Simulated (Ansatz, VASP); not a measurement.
# Cross-check of NbSi2N4 (NbSi2N4 bilayer, AA') between VASP and Ansatz, part 2 of 2

Aim: how closely do two programs agree when they are given the same cell, functional and k mesh? The structure shown is the start of the Ansatz relaxation below; VASP solves that cell, so the two are compared at the walk's first step.

VASP 6.6.1 and Ansatz 0.2.0.

So far: Set-up; Ansatz: relaxation, PBE with D3(BJ).

## (3) VASP: single point, PBE with D3(BJ), start cell

Level of this step: PBE with D3(BJ), spin-polarised from an antiferromagnetic start; plane waves and PAW (N, Si, Nb_sv) (VASP).

The same cell, functional, mesh and smearing now go to VASP, with its own data sets.

Lines of VASP's logs that name or quote its potential files are left out, and so is its time.

INCAR

```
SYSTEM = NbSi2N4
PREC = Accurate
ENCUT = 520
EDIFF = 1E-06
NELM = 200
ISMEAR = -1
SIGMA = 0.05
LREAL = .FALSE.
ALGO = Normal
GGA = PE
IVDW = 12
NBANDS = 62
ISPIN = 2
MAGMOM = 0.01 0.01 0.01 0.01 -0.01 -0.01 -0.01 -0.01 0 0 -0 -0 0.35 -0.35
LASPH = .TRUE.
LMAXMIX = 4
LORBIT = 11
LWAVE = .FALSE.
LCHARG = .FALSE.
ISIF = 2
LDIPOL = .TRUE.
IDIPOL = 3
DIPOL = 0.5 0.5 0.5
LVHAR = .TRUE.
GGA_COMPAT = .FALSE.
NELMDL = -8
KPAR = 4
```

POSCAR

```
NbSi2N4
1.0
    2.9200000000      0.0000000000      0.0000000000
   -1.4600000000      2.5287940000      0.0000000000
    0.0000000000      0.0000000000     66.0174680000
N Si Nb
8 4 2
Direct
    0.0000000000      0.0000000000      0.3673270232
    0.3333333992      0.6666667985      0.4009458830
    0.3333333992      0.6666667985      0.4421451304
    0.0000000000      0.0000000000      0.4757639902
    0.3333333992      0.6666667985      0.5242360098
    0.0000000000      0.0000000000      0.5578548696
    0.0000000000      0.0000000000      0.5990541170
    0.3333333992      0.6666667985      0.6326729768
    0.3333333992      0.6666667985      0.3744377473
    0.3333333992      0.6666667985      0.4686532661
    0.0000000000      0.0000000000      0.5313467339
    0.0000000000      0.0000000000      0.6255622527
    0.0000000000      0.0000000000      0.4215455067
    0.3333333992      0.6666667985      0.5784544933
```

KPOINTS

```
Automatic mesh
0
Gamma
12 12 1
0 0 0
```

The projector-augmented-wave data sets are N, Si and Nb_sv (PBE family, release 64).

Started as:

```console
$ mpirun -np 4 vasp_std
```

Numbers of over 12 decimals in the logs are rounded to 6 here.

Log:

```text
[banner, memory and clock lines left out]
running    4 mpi-ranks, on    1 nodes
 distrk:  each k-point on    1 cores,    4 groups
 distr:  one band on    1 cores,    1 groups

 POSCAR found type information on POSCAR N SiNb
 POSCAR found :  3 types and      14 ions
 LDA part: xc-table for (Slater+PW92), standard interpolation
|                                                                             |
|           W    W    AA    RRRRR   N    N  II  N    N   GGGG   !!!           |
|           W    W   A  A   R    R  NN   N  II  NN   N  G    G  !!!           |
|           W    W  A    A  R    R  N N  N  II  N N  N  G       !!!           |
|           W WW W  AAAAAA  RRRRR   N  N N  II  N  N N  G  GGG   !            |
|           WW  WW  A    A  R   R   N   NN  II  N   NN  G    G                |
|           W    W  A    A  R    R  N    N  II  N    N   GGGG   !!!           |
|                                                                             |
|     One of the lattice vectors is very long (>50 A), but AMIN is rather     |
|     large. This can spoil convergence since charge sloshing might occur     |
|     along the long lattice vector. If problems with convergence are         |
|     observed, try to decrease AMIN to a smaller value (e.g. 0.01).          |
|     Note: This warning only applies if the self-consistency cycle is        |
|     used.                                                                   |
|                                                                             |

 POSCAR, INCAR and KPOINTS ok, starting setup
 FFT: planning ... GRIDC
 FFT: planning ... GRID_SOFT
 FFT: planning ... GRID
 WAVECAR not read
 entering main loop
       N       E                     dE             d eps       ncg     rms          rms(c)
DAV:   1     0.754699419565E+03    0.75470E+03   -0.37266E+04  5336   0.109E+03
DAV:   2    -0.316804970953E+02   -0.78638E+03   -0.74546E+03  6522   0.342E+02
DAV:   3    -0.134978989308E+03   -0.10330E+03   -0.10163E+03  7002   0.120E+02
DAV:   4    -0.141537789952E+03   -0.65588E+01   -0.65182E+01  7952   0.364E+01
DAV:   5    -0.141811345851E+03   -0.27356E+00   -0.27317E+00  7784   0.462E+00
DAV:   6    -0.141820736043E+03   -0.93902E-02   -0.93838E-02  7778   0.102E+00
DAV:   7    -0.141821273387E+03   -0.53734E-03   -0.53711E-03  7496   0.173E-01
DAV:   8    -0.141821306917E+03   -0.33530E-04   -0.33522E-04  7862   0.460E-02    0.311E+01
DAV:   9    -0.122742211114E+03    0.19079E+02   -0.66150E+01  6474   0.363E+01    0.138E+01
DAV:  10    -0.121951166452E+03    0.79104E+00   -0.92013E+00  6542   0.180E+01    0.811E+00
DAV:  11    -0.121638820535E+03    0.31235E+00   -0.17896E+00  7452   0.827E+00    0.334E+00
DAV:  12    -0.121584530572E+03    0.54290E-01   -0.31291E-01  7302   0.266E+00    0.144E+00
DAV:  13    -0.121586036406E+03   -0.15058E-02   -0.47462E-02  6080   0.108E+00    0.661E-01
DAV:  14    -0.121577905157E+03    0.81312E-02   -0.94816E-03  6934   0.514E-01    0.533E-01
[...]
DAV:  28    -0.121617887809E+03   -0.21600E-02   -0.10512E-05  4984   0.651E-03    0.378E-03
DAV:  29    -0.121618637991E+03   -0.75018E-03   -0.47458E-06  4986   0.416E-03    0.217E-03
DAV:  30    -0.121618859716E+03   -0.22172E-03   -0.64579E-07  4784   0.232E-03    0.134E-03
DAV:  31    -0.121619053356E+03   -0.19364E-03   -0.12561E-07  4090   0.159E-03    0.669E-04
DAV:  32    -0.121619109932E+03   -0.56576E-04   -0.50513E-08  3882   0.120E-03    0.299E-04
DAV:  33    -0.121619116912E+03   -0.69796E-05   -0.23216E-08  3756   0.808E-04    0.197E-04
DAV:  34    -0.121619118820E+03   -0.19088E-05   -0.16549E-08  3652   0.624E-04    0.137E-04
DAV:  35    -0.121619119506E+03   -0.68596E-06   -0.19532E-08  3676   0.566E-04
   1 F= -.12558526E+03 E0= -.12557670E+03  d E =-.171194E-01  mag=     0.0000
```

From OUTCAR (step 3):

```text
ion  position               nearest neighbor table
   1  0.000  0.000  0.367-   9 1.75   9 1.75   9 1.75
   2  0.333  0.667  0.401-   9 1.75  13 2.17  13 2.17  13 2.17
   3  0.333  0.667  0.442-  10 1.75  13 2.17  13 2.17  13 2.17
   4  0.000  0.000  0.476-  10 1.75  10 1.75  10 1.75
   5  0.333  0.667  0.524-  11 1.75  11 1.75  11 1.75
   6  0.000  0.000  0.558-  11 1.75  14 2.17  14 2.17  14 2.17
   7  0.000  0.000  0.599-  12 1.75  14 2.17  14 2.17  14 2.17
   8  0.333  0.667  0.633-  12 1.75  12 1.75  12 1.75
   9  0.333  0.667  0.374-   1 1.75   1 1.75   2 1.75   1 1.75
  10  0.333  0.667  0.469-   4 1.75   4 1.75   3 1.75   4 1.75
  11  0.000  0.000  0.531-   5 1.75   5 1.75   6 1.75   5 1.75
  12  0.000  0.000  0.626-   8 1.75   8 1.75   7 1.75   8 1.75
  13  0.000  0.000  0.422-   2 2.17   3 2.17   2 2.17   3 2.17   2 2.17   3 2.17
  14  0.333  0.667  0.578-   6 2.17   7 2.17   6 2.17   7 2.17   6 2.17   7 2.17

  LATTYP: Found a hexagonal cell.
 ALAT       =     2.9200000000
 C/A-ratio  =    22.6087219178

 Subroutine GETGRP returns: Found 12 space group operations
 (whereof  6 operations were pure point group operations)

The static configuration has the point symmetry C_3v.
 The point group associated with its full space group is D_3d.

 Found     19 irreducible k-points:

   k-points           NKPTS =     19   k-points in BZ     NKDIM =     19   number of bands    NBANDS=     62

   dimension x,y,z NGX =    24 NGY =   24 NGZ =  500
   dimension x,y,z NGXF=    48 NGYF=   48 NGZF= 1000

   ENCUT  =  520.0 eV  38.22 Ry    6.18 a.u.   5.43  5.43122.75*2*pi/ulx,y,z

   NELECT =      82.0000    total number of electrons

 k-points in reciprocal lattice and weights: Automatic mesh
   0.00000000  0.00000000  0.00000000       0.007
   0.08333333  0.00000000  0.00000000       0.042
   0.16666667  0.00000000  0.00000000       0.042
   0.25000000  0.00000000  0.00000000       0.042
   0.33333333  0.00000000  0.00000000       0.042
   0.41666667  0.00000000  0.00000000       0.042
   0.50000000  0.00000000  0.00000000       0.021
   0.08333333  0.08333333  0.00000000       0.042
   0.16666667  0.08333333  0.00000000       0.083
[...]
0.33333333  0.25000000  0.00000000       0.083
   0.33333333  0.33333333  0.00000000       0.014

 dipolmoment           0.000000      0.000000     -0.000000 electrons x Angstroem

 average (electrostatic) potential at core
       1 -69.8056       2 -69.0042       3 -69.0062       4 -69.8127       5 -69.8127
       6 -69.0062       7 -69.0042       8 -69.8056       9 -91.1473      10 -91.1582
      11 -91.1583      12 -91.1473      13 -89.8529      14 -89.8528

 E-fermi :  -1.2023

 spin component 1
 k-point     1 :       0.0000    0.0000    0.0000
  band No.  band energies     occupation
    ...
     37      -2.5700      1.00000
     38      -2.5700      1.00000
     39      -2.4849      1.00000
     40      -2.4849      1.00000
     41      -1.2466      0.70793
     42      -0.4871      0.00000
     43       1.8497      0.00000
     44       1.8497      0.00000
     45       2.2346      0.00000
     46       2.2346      0.00000
    ...

 k-point     2 :       0.0833    0.0000    0.0000
  band No.  band energies     occupation
    ...
     37      -2.7107      1.00000
     38      -2.6377      1.00000
     39      -2.6222      1.00000
     40      -2.5645      1.00000
     41      -1.2800      0.82554
     42      -0.5015      0.00000
     43       1.6623      0.00000
     44       1.8599      0.00000
     45       2.0146      0.00000
     46       2.2593      0.00000
    ...

 k-point     3 :       0.1667    0.0000    0.0000
  band No.  band energies     occupation
    ...
     37      -3.0580      1.00000
     38      -2.9626      1.00000
     39      -2.8844      1.00000
     40      -2.8071      1.00000
     41      -1.5527      0.99910
     42      -0.7149      0.00006
     43       1.5667      0.00000
     44       1.9231      0.00000
     45       1.9448      0.00000
     46       2.3642      0.00000
    ...

 k-point     4 :       0.2500    0.0000    0.0000
  band No.  band energies     occupation
    ...
     37      -3.1893      1.00000
     38      -3.0222      1.00000
     39      -2.9746      1.00000
     40      -2.7861      1.00000
     41      -1.9177      1.00000
     42      -1.0081      0.02017
     43       1.6694      0.00000
     44       2.0771      0.00000
     45       2.1356      0.00000
     46       2.6374      0.00000
    ...

 k-point     5 :       0.3333    0.0000    0.0000
  band No.  band energies     occupation
    ...
     37      -3.3330      1.00000
     38      -3.1300      1.00000
     39      -2.5629      1.00000
     40      -2.4505      1.00000
     41      -2.0146      1.00000
     42      -1.1136      0.14518
     43       1.7776      0.00000
     44       2.1007      0.00000
     45       2.3775      0.00000
     46       2.4776      0.00000
    ...

 k-point     6 :       0.4167    0.0000    0.0000
  band No.  band energies     occupation
    ...
     37      -3.3294      1.00000
     38      -3.1760      1.00000
     39      -2.3210      1.00000
     40      -2.2571      1.00000
     41      -1.9750      1.00000
     42      -1.1206      0.16333
     43       1.6619      0.00000
     44       1.8267      0.00000
     45       1.9621      0.00000
     46       2.0358      0.00000
    ...

 Edisp (eV)   -3.96614

  Total       4.11171     4.11171   -12.61747     0.00000     0.00000    -0.00000
  in kB      13.51380    13.51380   -41.46941     0.00000     0.00000    -0.00000
  external pressure =       -4.81 kB  Pullay stress =        0.00 kB

  energy-cutoff  :      520.00
  volume of cell :      487.48
      direct lattice vectors                 reciprocal lattice vectors
     2.920000000  0.000000000  0.000000000     0.342465753  0.197722709  0.000000000
    -1.460000000  2.528794000  0.000000000     0.000000000  0.395445418  0.000000000
     0.000000000  0.000000000 66.017468000     0.000000000  0.000000000  0.015147506

 POSITION                                       TOTAL-FORCE (eV/Angst)
 -----------------------------------------------------------------------------------
      0.00000      0.00000     24.25000         0.000000      0.000000     -0.669509
     -0.00000      1.68586     26.46943        -0.000000     -0.000000      1.878428
     -0.00000      1.68586     29.18930        -0.000000      0.000000     -1.865585
      0.00000      0.00000     31.40873         0.000000      0.000000      0.663304
     -0.00000      1.68586     34.60873        -0.000000      0.000000     -0.663304
      0.00000      0.00000     36.82817         0.000000      0.000000      1.865585
      0.00000      0.00000     39.54804         0.000000      0.000000     -1.878428
     -0.00000      1.68586     41.76747        -0.000000     -0.000000      0.669509
     -0.00000      1.68586     24.71943        -0.000000      0.000000      0.902439
     -0.00000      1.68586     30.93930        -0.000000      0.000000     -0.809701
      0.00000      0.00000     35.07817         0.000000      0.000000      0.809701
      0.00000      0.00000     41.29804         0.000000     -0.000000     -0.902439
      0.00000      0.00000     27.82937        -0.000000     -0.000000      0.016062
     -0.00000      1.68586     38.18810         0.000000      0.000000     -0.016062
 -----------------------------------------------------------------------------------
    total drift:                                0.000001     -0.001440      0.000068

  FREE ENERGIE OF THE ION-ELECTRON SYSTEM (eV)
  ---------------------------------------------------
  free  energy   TOTEN  =      -125.5852637882 eV

  energy  without entropy=     -125.5681443632  energy(sigma->0) =     -125.57670408

 vacuum level on the upper side and lower side of the slab         4.185         4.185

 total charge
# of ion       s       p       d       tot
------------------------------------------
    1        1.222   2.687   0.000   3.909
    2        1.241   2.559   0.000   3.800
    3        1.241   2.559   0.000   3.800
    4        1.222   2.688   0.000   3.911
    5        1.222   2.688   0.000   3.911
    6        1.241   2.559   0.000   3.800
    7        1.241   2.559   0.000   3.800
    8        1.222   2.687   0.000   3.909
    9        0.675   0.961   0.000   1.636
   10        0.675   0.961   0.000   1.636
   11        0.675   0.961   0.000   1.636
   12        0.675   0.961   0.000   1.636
   13        2.185   6.096   2.345  10.626
   14        2.185   6.096   2.345  10.626
--------------------------------------------------
tot         16.921  37.027   4.690  58.637

 magnetization (x)
# of ion       s       p       d       tot
------------------------------------------
    1        0.000   0.007   0.000   0.007
    2       -0.000   0.010   0.000   0.010
    3       -0.000   0.010   0.000   0.010
    4        0.000   0.007   0.000   0.007
    5       -0.000  -0.007   0.000  -0.007
    6        0.000  -0.010   0.000  -0.010
    7        0.000  -0.010   0.000  -0.010
    8       -0.000  -0.007   0.000  -0.007
    9        0.003   0.006   0.000   0.009
   10        0.003   0.006   0.000   0.009
   11       -0.003  -0.006   0.000  -0.009
   12       -0.003  -0.006   0.000  -0.009
   13        0.006   0.023   0.581   0.610
   14       -0.006  -0.023  -0.581  -0.610
--------------------------------------------------
tot          0.000   0.000   0.000   0.000

[... 1 further part left out ...]
```

## (4) Comparison

Known differences besides the potentials themselves: VASP starts from the moments at which Ansatz ended; Ansatz cuts the interaction across the vacuum, VASP repeats the sheet with a dipole correction; the cutoff is 420 eV in Ansatz and 520 eV in VASP. Total energies have different zeros and are not compared.

Forces on 10 of the 14 atoms, those with the largest forces and the largest differences (eV/Å; atoms numbered as in POSCAR):

| atom | Ansatz x, y, z | VASP x, y, z |
| --- | --- | --- |
| N1 | 0.000, 0.000, -0.686 | 0.000, 0.000, -0.670 |
| N2 | 0.000, 0.000, 1.863 | 0.000, 0.000, 1.878 |
| N3 | 0.000, 0.000, -1.851 | 0.000, 0.000, -1.866 |
| N4 | 0.000, 0.000, 0.679 | 0.000, 0.000, 0.663 |
| N5 | 0.000, 0.000, -0.679 | 0.000, 0.000, -0.663 |
| N6 | 0.000, 0.000, 1.851 | 0.000, 0.000, 1.866 |
| N7 | 0.000, 0.000, -1.863 | 0.000, 0.000, -1.878 |
| Si9 | 0.000, 0.000, 0.916 | 0.000, 0.000, 0.902 |
| Si10 | 0.000, 0.000, -0.823 | 0.000, 0.000, -0.810 |
| Si12 | 0.000, 0.000, -0.916 | 0.000, 0.000, -0.902 |

The forces differ by 7.9 meV/Å r.m.s., which is 1.2 % of the r.m.s. force of 0.668 eV/Å (both taken over all components). Moments aren't recorded for both runs of this pair, so they may hold unlike magnetic states. With vacuum in the cell, a pressure given here is an average over mostly empty space and none of the material.

## (5) What came out

```json
{
  "r.m.s. force difference (single point, PBE with D3(BJ), start cell)": "1.2 % of the r.m.s. force"
}
```

In words: The r.m.s. force difference is 1.2 % of the r.m.s. force (single point, PBE with D3(BJ), start cell), within the 3 % picked in this series as the mark of a large difference. 1 further run of this series is not shown here. How closely two codes agree says nothing of how well the functional describes the real material.

[Lines on the potential files, build, host, timing and source positions are cut from VASP's logs without a mark.]

[Logs are printed without paths, hosts, clocks, repeated set-up lines and the standing remarks that a program may print on its own settings, such as how far it seeks lower states.]

[Hosts, paths, dates, database ids (printed as entryN), source tags and the programs' standing remarks are cut or masked in the printed files.]
